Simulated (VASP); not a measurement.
# MgReO4 (Cmmm) in VASP: single point with LDA

Aim: the single point of MgReO4 with LDA.

All numbers are computed with VASP 6.6.1; they aren't measurements. Logs are shortened: lines on timing, memory, paths and dates and some standing lists are left out, and cuts for length are marked.

## Step 1: Starting point

The structure is orthorhombic, space group Cmmm (No. 65). The conventional cell has a = 6.523 Å, b = 6.727 Å, c = 3.104 Å, α = 90.00°, β = 90.00°, γ = 90.00°. Mg (site symmetry mmm) is surrounded by 6 O at 2.10 Å. Re (site symmetry mmm) has 6 O at 1.85 to 2.00 Å as nearest neighbours. O (site symmetry 2mm) is surrounded by 1 Re at 1.85 Å and 2 Mg at 2.10 Å. O (site symmetry m2m) has 2 Re at 2.00 Å and 1 Mg at 2.10 Å as nearest neighbours.

The cell comes from a database or a generator and needn't be the stable form of this composition.

## Step 2: Single point, LDA

INCAR reads:

```
PREC = Accurate
ENCUT = 520
EDIFF = 1E-6
ISMEAR = 1
SIGMA = 0.1
LREAL = False
LASPH = True
NELM = 100
ALGO = Normal
ISIF = 2
LWAVE = False
LCHARG = False
NBANDS = 26
```

KPOINTS reads:

```
Automatic mesh
0
Gamma
  5 5 7
```

POSCAR reads:

```
MgReO4
1.0
    3.2615590000     -3.3636000000      0.0000000000
    3.2615590000      3.3636000000      0.0000000000
    0.0000000000      0.0000000000      3.1035690000
Mg Re O
1 1 4
Direct
    0.0000000000      0.0000000000      0.0000000000
    0.5000000000      0.5000000000      0.5000000000
    0.2167730000      0.2167730000      0.5000000000
    0.6880160000      0.3119840000      0.0000000000
    0.3119840000      0.6880160000      0.0000000000
    0.7832270000      0.7832270000      0.5000000000
```

Potentials or basis: VASP PAW LDA potentials, release 64 (Mg, Re, O).

Launch:

```sh
cat potpaw_LDA.64/Mg/POTCAR potpaw_LDA.64/Re/POTCAR potpaw_LDA.64/O/POTCAR > POTCAR
mpirun -np 1 vasp_std > vasp.out
```

OUTCAR:

```text
PREC = Accurate
   ENCUT = 520
   EDIFF = 1E-6
   ISMEAR = 1
   LREAL = False
   LASPH = True
   NELM = 100
   ISIF = 2

 ion  position               nearest neighbor table
   1  0.000  0.000  0.000-   4 2.10   5 2.10   3 2.10   6 2.10   3 2.10   6 2.10
   2  0.500  0.500  0.500-   3 1.85   6 1.85   5 2.00   4 2.00   4 2.00   5 2.00
   3  0.217  0.217  0.500-   2 1.85   1 2.10   1 2.10
   4  0.688  0.312  0.000-   2 2.00   2 2.00   1 2.10
   5  0.312  0.688  0.000-   2 2.00   2 2.00   1 2.10
   6  0.783  0.783  0.500-   2 1.85   1 2.10   1 2.10

  LATTYP: Found a base centered orthorhombic cell.
 ALAT       =     6.5231180000
 B/A-ratio  =     1.0312859586
 C/A-ratio  =     0.4757799874

  Lattice vectors:

 A1 = (   3.2615590000,  -3.3636000000,   0.0000000000)
 A2 = (   3.2615590000,   3.3636000000,   0.0000000000)
 A3 = (   0.0000000000,   0.0000000000,   3.1035690000)

Analysis of symmetry for initial positions (statically):
=====================================================================
 Subroutine PRICEL returns:
 Original cell was already a primitive cell.

 Routine SETGRP: Setting up the symmetry group for a
 base centered orthorhombic supercell.

 Subroutine GETGRP returns: Found  8 space group operations
 (whereof  8 operations were pure point group operations)
 out of a pool of  8 trial point group operations.

The static configuration has the point symmetry D_2h.

Analysis of symmetry for dynamics (positions and initial velocities):
=====================================================================
 Subroutine PRICEL returns:
 Original cell was already a primitive cell.

 Routine SETGRP: Setting up the symmetry group for a
 base centered orthorhombic supercell.

 Subroutine GETGRP returns: Found  8 space group operations
 (whereof  8 operations were pure point group operations)
 out of a pool of  8 trial point group operations.

The dynamic configuration has the point symmetry D_2h.

 Subroutine INISYM returns: Found  8 space group operations
 (whereof  8 operations are pure point group operations),
 and found     1 'primitive' translations

----------------------------------------------------------------------------------------

                                     Primitive cell

  volume of cell :      68.0959

  direct lattice vectors                    reciprocal lattice vectors
     3.261559000 -3.363600000  0.000000000     0.153300921 -0.148650256  0.000000000
     3.261559000  3.363600000  0.000000000     0.153300921  0.148650256  0.000000000
     0.000000000  0.000000000  3.103569000     0.000000000  0.000000000  0.322209688

  length of vectors
     4.685250481  4.685250481  3.103569000     0.213537048  0.213537048  0.322209688

  position of ions in fractional coordinates (direct lattice)
     0.000000000  0.000000000  0.000000000
     0.500000000  0.500000000  0.500000000
     0.216773000  0.216773000  0.500000000
     0.688016000  0.311984000  0.000000000
     0.311984000  0.688016000  0.000000000
     0.783227000  0.783227000  0.500000000

  ion indices of the primitive-cell ions
   primitive index   ion index
                 1           1
                 2           2
                 3           3
                 4           4
                 5           5
                 6           6

----------------------------------------------------------------------------------------

 KPOINTS: Automatic mesh

Automatic generation of k-mesh.
 Grid dimensions read from file:
 generate k-points for:    5    5    7

 Generating k-lattice:

  Cartesian coordinates                     Fractional coordinates (reciprocal lattice)
     0.030660184 -0.029730051  0.000000000     0.200000000 -0.000000000  0.000000000
     0.030660184  0.029730051  0.000000000    -0.000000000  0.200000000  0.000000000
     0.000000000  0.000000000  0.046029955     0.000000000  0.000000000  0.142857143

  Length of vectors
     0.042707410  0.042707410  0.046029955

  Shift w.r.t. Gamma in fractional coordinates (k-lattice)
     0.000000000  0.000000000  0.000000000

 Subroutine IBZKPT returns following result:
 ===========================================

 Found     36 irreducible k-points:

 Following reciprocal coordinates:
            Coordinates               Weight
  0.000000  0.000000  0.000000      1.000000
  0.200000  0.000000  0.000000      4.000000
  0.400000  0.000000  0.000000      4.000000
  0.200000  0.200000  0.000000      2.000000
  0.400000  0.200000  0.000000      4.000000
 -0.400000  0.200000  0.000000      4.000000
[... 16 lines left out ...]
  0.400000  0.200000  0.285714      8.000000
 -0.400000  0.200000  0.285714      8.000000
 [... further k-points ...]
   k-points           NKPTS =     36   k-points in BZ     NKDIM =     36   number of bands    NBANDS=     26
   number of dos      NEDOS =    301   number of ions     NIONS =      6
   total plane-waves  NPLWV =  31104
   dimension x,y,z NGX =    36 NGY =   36 NGZ =   24
   dimension x,y,z NGXF=    72 NGYF=   72 NGZF=   48
   ions per type =               1   1   4
   NGX,Y,Z   is equivalent  to a cutoff of  12.77, 12.77, 12.86 a.u.
   NGXF,Y,Z  is equivalent  to a cutoff of  25.55, 25.55, 25.71 a.u.
 SYSTEM =  unknown system
   PREC   = accura    normal or accurate (medium, high low for compatibility)
   ISTART =      0    job   : 0-new  1-cont  2-samecut
   ICHARG =      2    charge: 1-file 2-atom 10-const
   ISPIN  =      1    spin polarized calculation?
   LNONCOLLINEAR =      F non collinear calculations
   LSORBIT =      F    spin-orbit coupling
   LASPH  =      T    aspherical Exc in radial PAW
   ENCUT  =  520.0 eV  38.22 Ry    6.18 a.u.   8.71  8.71  5.77*2*pi/ulx,y,z
   NELM   =    100;   NELMIN=  2; NELMDL= -5     # of ELM steps
   EDIFF  = 0.1E-05   stopping-criterion for ELM
   LREAL  =      F    real-space projection
   EDIFFG = 0.1E-04   stopping-criterion for IOM
   NSW    =      0    number of steps for IOM
   IBRION =     -1    ionic relax: 0-MD 1-quasi-New 2-CG
   NFREE  =      0    steps in history (QN), initial steepest desc. (CG)
   ISIF   =      2    stress and relaxation
   ISYM   =      2    0-nonsym 1-usesym 2-fastsym
   POTIM  = 0.5000    time-step for ionic-motion
   TEBEG  =    0.0;   TEEND  =   0.0 temperature during run
   PSTRESS=    0.0 pullay stress
   NELECT =      33.0000    total number of electrons
   NUPDOWN=      -1.0000    fix difference up-down
   EMIN   =  10.00;   EMAX   =-10.00  energy-range for DOS
   EFERMI =   0.00;   METHOD = LEGACY
   ISMEAR =     1;   SIGMA  =   0.10  broadening in eV -4-tet -1-fermi 0-gaus
   EFERMI_NEDOS =   21; number of points for ismear=-14 and -15
   IALGO  =     38    algorithm
   IMIX   =      4    mixing-type and parameters
     AMIX     =   0.40;   BMIX     =  1.00
     AMIX_MAG =   1.60;   BMIX_MAG =  1.00
  volume/ion in A,a.u.               =      11.35        76.59
  Fermi-wavevector in a.u.,A,eV,Ry     =   1.285896  2.429991 22.497618  1.653528
  Thomas-Fermi vector in A             =   2.418003
   LORBIT       =      0    0 simple, 1 ext, 2 COOP (PROOUT), +10 PAW based schemes
   GGA     = CA    functional components
   LHFCALC =     F    Hartree Fock is set to
   AEXX    =    0.0000 exact exchange contribution
   IVDW    =     0    specifies the selected vdW correction
   LEPSILON=     F    determine dielectric tensor
   LRPA    =     F    only Hartree local field effects (RPA)
 non-spin polarized calculation
 Methfessel and Paxton  Order N= 1 SIGMA  =   0.10
  energy-cutoff  :      520.00
  volume of cell :       68.10
 maximum number of plane-waves:      1848
   NGX = 17   NGY = 17   NGZ = 11

 number of electron      33.0000008 magnetization

 Free energy of the ion-electron system (eV)
  ---------------------------------------------------
  ext. energy  EPLUGINS =         0.00000000
  ---------------------------------------------------
  free energy    TOTEN  =       -50.02987091 eV

  energy without entropy =      -50.02620746  energy(sigma->0) =      -50.02864976

 E-fermi :   3.2283     XC(G=0): -11.2474

 val. band max:        3.2088519359   @ k =   0.2000   0.2000   0.1429
 cond. band min:       3.2514154178   @ k =  -0.2000   0.2000   0.1429
 fundamental gap:      0.0425634819
 Fermi energy:         3.2282883394

 k-point     1 :       0.0000    0.0000    0.0000
  band No.  band energies     occupation
      1     -16.3905      2.00000
      2     -15.1179      2.00000
      3     -14.4471      2.00000
      4     -14.1665      2.00000
      5      -4.5935      2.00000
      6      -3.7551      2.00000
[... 18 lines left out ...]
     25      13.7700      0.00000
     26      14.9637      0.00000

 k-point     2 :       0.2000    0.0000    0.0000
  band No.  band energies     occupation
      1     -16.3010      2.00000
      2     -15.1440      2.00000
      3     -14.4952      2.00000
      4     -14.2322      2.00000
      5      -4.3832      2.00000
      6      -3.7658      2.00000
[... 18 lines left out ...]
     25      13.8765      0.00000
     26      15.2689      0.00000

 k-point     3 :       0.4000    0.0000    0.0000
  band No.  band energies     occupation
      1     -16.1281      2.00000
      2     -15.1350      2.00000
      3     -14.7738      2.00000
      4     -14.2130      2.00000
      5      -4.2921      2.00000
      6      -3.7834      2.00000
[... 18 lines left out ...]
     25      14.0553      0.00000
     26      14.6922      0.00000

 k-point     4 :       0.2000    0.2000    0.0000
  band No.  band energies     occupation
      1     -16.2171      2.00000
      2     -15.0874      2.00000
      3     -14.4933      2.00000
      4     -14.4402      2.00000
      5      -4.2999      2.00000
      6      -3.7726      2.00000
[... 18 lines left out ...]
     25      14.0893      0.00000
     26      15.4385      0.00000
[... 496 lines left out ...]
      1     -15.5501      2.00000
      2     -14.9746      2.00000
      3     -14.9397      2.00000
      4     -14.2692      2.00000
      5      -3.4468      2.00000
      6      -3.1801      2.00000
[... 18 lines left out ...]
     25      14.6287      0.00000
     26      14.9999      0.00000

 k-point    23 :       0.4000    0.2000    0.2857
  band No.  band energies     occupation
      1     -15.4034      2.00000
      2     -15.0617      2.00000
      3     -14.9819      2.00000
      4     -14.2943      2.00000
      5      -3.5500      2.00000
      6      -3.2603      2.00000
[... 18 lines left out ...]
     25      14.6174      0.00000
     26      15.1648      0.00000

 k-point    24 :      -0.4000    0.2000    0.2857
  band No.  band energies     occupation
      1     -15.4694      2.00000
      2     -15.1012      2.00000
      3     -14.9540      2.00000
      4     -14.1778      2.00000
      5      -3.8709      2.00000
      6      -3.3453      2.00000
[... 18 lines left out ...]
     25      14.4185      0.00000
     26      14.9678      0.00000

 [... further k-points ...]
[... 5 lines left out ...]
  --------------------------------------------------------------------------------------
  -------------------------------------------------------------------------------------
  Total       -5.3374901     -5.4195304     -5.3485812     -0.0000000      0.0000000      0.0000000
  in kB     -125.5817926   -127.5120588   -125.8427466     -0.0000000      0.0000000      0.0000000
  external PRESSURE =    -126.3121993 kB  Pullay stress =       0.0000000 kB

 VOLUME and BASIS-vectors are now :
 -----------------------------------------------------------------------------
  energy-cutoff  :      520.00
  volume of cell :       68.10
      direct lattice vectors                 reciprocal lattice vectors
     3.261559000 -3.363600000  0.000000000     0.153300921 -0.148650256  0.000000000
     3.261559000  3.363600000  0.000000000     0.153300921  0.148650256  0.000000000
     0.000000000  0.000000000  3.103569000     0.000000000  0.000000000  0.322209688

 POSITION                                       TOTAL-FORCE (eV/Angst)
 -----------------------------------------------------------------------------------
      0.00000      0.00000      0.00000        -0.000000      0.000000      0.000000
      3.26156      0.00000      1.55178         0.000000      0.000000      0.000000
      1.41404      0.00000      1.55178         0.388046      0.000000      0.000000
      3.26156     -1.26482      0.00000         0.000000      0.908168      0.000000
      3.26156      1.26482      0.00000         0.000000     -0.908168      0.000000
      5.10908      0.00000      1.55178        -0.388046      0.000000      0.000000
 -----------------------------------------------------------------------------------
    total drift:                                0.000000      0.000000     -0.000000

  FREE ENERGIE OF THE ION-ELECTRON SYSTEM (eV)
  ---------------------------------------------------
  free  energy   TOTEN  =       -50.0298709063 eV

  energy  without entropy=      -50.0262074617  energy(sigma->0) =      -50.02864976
```

Wall time 42 s (1 thread of AMD EPYC 9R45 (Zen 5), shared host); peak memory 0.16 GiB.

What came out:

```yaml
Free_energy: -50.0299 eV
Pressure: -12.6 GPa
Largest_force: 0.908 eV/Å
Band_gap_on_the_k_mesh: none (metal or under the smearing width)
```

Forces in eV/Å, atoms in the order of the input:
```
Mg   0.000  0.000  0.000
Re   0.000  0.000  0.000
O    0.388  0.000  0.000
O    0.000  0.908  0.000
O    0.000 -0.908  0.000
O   -0.388  0.000  0.000
```

Stress tensor (GPa, compression positive):
```
-12.56   0.00   0.00
  0.00 -12.75   0.00
  0.00   0.00 -12.58
```

Caveat: an odd number of electrons without spin polarisation forces a metal; a magnetic or distorted state may lie lower. Spin-orbit coupling is left out, which matters for the levels of Re.
